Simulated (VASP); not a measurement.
Given:

```yaml
crystal:
  lattice:
    - [0.00000, 3.37981, 3.37981]
    - [3.37981, 0.00000, 3.37981]
    - [3.37981, 3.37981, 0.00000]
  atoms:
    - { symbol: Sr, position: [0.00000, 0.00000, 0.00000] }
    - { symbol: Te, position: [0.25000, 0.25000, 0.25000] }
```

Method: PBEsol GGA, VASP's PBE PAW potentials (set 64) (plane waves; VASP). Numerical set-up: 500 eV cut-off, 7×7×7 Γ-centred mesh, Gaussian smearing of 0.050 eV, potentials Sr_sv Te.

### Question
Estimate the energy per atom (σ→0), pressure.

### Answer

```
Item                            Value
---------------------  --------------
energy per atom (σ→0)  -3.787 eV/atom
pressure                   100.1 kbar
```

The absolute energy has meaning only against runs of the same code, potentials and settings.

The structure was generated: SrTe was put into the zinc blende type (F-43m), which need not be its known phase. It was relaxed first under an external pressure of 10 GPa.
